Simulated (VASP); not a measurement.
Method: r2SCAN+rVV10, VASP's PBE PAW potentials (set 64) (plane waves; VASP).

VASP ran on this input.

**INCAR**
```
! general
SYSTEM    =  V
PREC      =  Accurate
ENCUT     =  520
LREAL     =  .False.
LASPH     =  .True.

! electronic loop
EDIFF     =  1E-6
NELM      =  100
ALGO      =  Normal   ! blocked Davidson
LMAXMIX   =  4
LMIXTAU   =  .True.

! smearing
ISMEAR    =  1   ! Methfessel-Paxton
SIGMA     =  0.1

! functional
METAGGA   =  R2SCAN
LUSE_VDW  =  .True.
BPARAM    =  11.95
CPARAM    =  0.0093

! ions
IBRION    =  2   ! conjugate gradients
NSW       =  60   ! most ionic steps
ISIF      =  3
EDIFFG    =  -0.01   ! ionic stop

! output
LWAVE     =  .False.
LCHARG    =  .False.
```

**POSCAR**
```
V
1.0
 -1.5150000000   1.5150000000   1.5150000000
  1.5150000000  -1.5150000000   1.5150000000
  1.5150000000   1.5150000000  -1.5150000000
V
1
Direct
  0.0000000000   0.0000000000   0.0000000000
```

**KPOINTS**
```
Automatic mesh
0
Gamma
  15 15 15
```

POTCAR, in this order: V_sv (PBE.64 set). Program: vasp_std.

Energy and stress use the plane-wave basis of the starting cell.

Question: What does the run give for the energy per atom (σ→0), volume per atom, band gap (on the k-mesh)?

Answer: 
The energy per atom (σ→0) comes out as -13.844 eV/atom and the band gap (on the k-mesh) comes out as none (metal, semimetal or under 0.01 eV). The volume per atom is 13.18 Å³/atom.

File OSZICAR:
```
...
DAV:   2    -0.138444870491E+02    0.26335E-03   -0.11335E-03  2412   0.504E-01    0.369E-02
DAV:   3    -0.138444962127E+02   -0.91636E-05   -0.11224E-05  2400   0.452E-02    0.179E-02
DAV:   4    -0.138444902851E+02    0.59276E-05   -0.16297E-05  2400   0.484E-02    0.648E-03
DAV:   5    -0.138444961547E+02   -0.58696E-05   -0.86493E-06  2400   0.385E-02    0.308E-03
DAV:   6    -0.138444993982E+02   -0.32435E-05   -0.56270E-07  1200   0.121E-02    0.115E-03
DAV:   7    -0.138444968792E+02    0.25190E-05   -0.18901E-07  1200   0.730E-03    0.297E-04
DAV:   8    -0.138444972540E+02   -0.37478E-06   -0.61878E-09  1200   0.142E-03
   4 F= -.13844497E+02 E0= -.13844482E+02  d E =-.221477E-01
```

The compound is V in the bcc structure. This run relaxes it. Symmetry was kept, so distortions that lower it aren't found. The run is not spin-polarised, so no magnetic state was tried.
